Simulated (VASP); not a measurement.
An input for Quantum ESPRESSO's pw.x (written as the equivalent of a VASP run, and not itself run):

```
&CONTROL
  calculation = 'vc-relax'
  pseudo_dir = './pseudo'
  outdir = './out'
  tprnfor = .true.
  tstress = .true.
  nstep = 60
  forc_conv_thr = 0.00039
/
&SYSTEM
  ibrav = 0
  nat = 2
  ntyp = 2
  ecutwfc = 76
  occupations = 'smearing'
  smearing = 'methfessel-paxton'
  degauss = 0.00735
  input_dft = 'pbe'
/
&ELECTRONS
  conv_thr = 7.3e-08
  electron_maxstep = 100
/
&IONS
/
&CELL
/
ATOMIC_SPECIES
  W 183.840 W.upf
  B 10.810 B.upf
CELL_PARAMETERS angstrom
     0.0000000    2.6568000    2.6568000
     2.6568000    0.0000000    2.6568000
     2.6568000    2.6568000    0.0000000
ATOMIC_POSITIONS crystal
  W    0.0000000  0.0000000  0.0000000
  B    0.5000000  0.5000000  0.5000000
K_POINTS automatic
  11 11 11 0 0 0
```

Task: Translate this input to VASP (INCAR, KPOINTS, POSCAR, choice of POTCAR).

Result: Several could match; the one computed here: 
INCAR:
```
LREAL  =  F   ! projection in real space or not
LWAVE  =  F
SIGMA  =  0.1   ! width (eV)
NELM  =  100   ! most electronic steps
SYSTEM  =  WB
EDIFFG  =  -0.01
EDIFF  =  1E-6   ! SCF stop (eV)
NSW  =  60
ISMEAR  =  1   ! Methfessel-Paxton
LCHARG  =  F
ENCUT  =  520   ! plane-wave cut-off (eV)
LMAXMIX  =  6   ! l cut-off of mixed one-centre charges
IBRION  =  2   ! conjugate gradients
LASPH  =  T   ! aspherical one-centre terms
ISIF  =  3   ! ions, shape and volume
ALGO  =  Normal   ! blocked Davidson
PREC  =  Accurate
GGA  =  PE
```

### POSCAR
```
WB
1.0
  0.0000000000   2.6568000000   2.6568000000
  2.6568000000   0.0000000000   2.6568000000
  2.6568000000   2.6568000000   0.0000000000
W B
1 1
Direct
  0.0000000000   0.0000000000   0.0000000000
  0.5000000000   0.5000000000   0.5000000000
```

### KPOINTS
```
kpoints
0
gamma
 11 11 11
0 0 0
```

POTCAR, in this order: W_sv B (PBE.64 set). Program: vasp_std.

Limits of the translation: the potentials are each code's own (VASP's PAW set, PseudoDojo norm-conserving files in pw.x), so ENCUT and ecutwfc are chosen apart and not converted; conv_thr bounds pw.x's estimated SCF error, while EDIFF bounds the energy change between steps; forc_conv_thr acts on force components and is met together with etot_conv_thr.

The structure was generated: WB was put into the rock salt type (Fm-3m), which need not be its known phase. This run relaxes it. Symmetry was kept, so distortions that lower it aren't found.
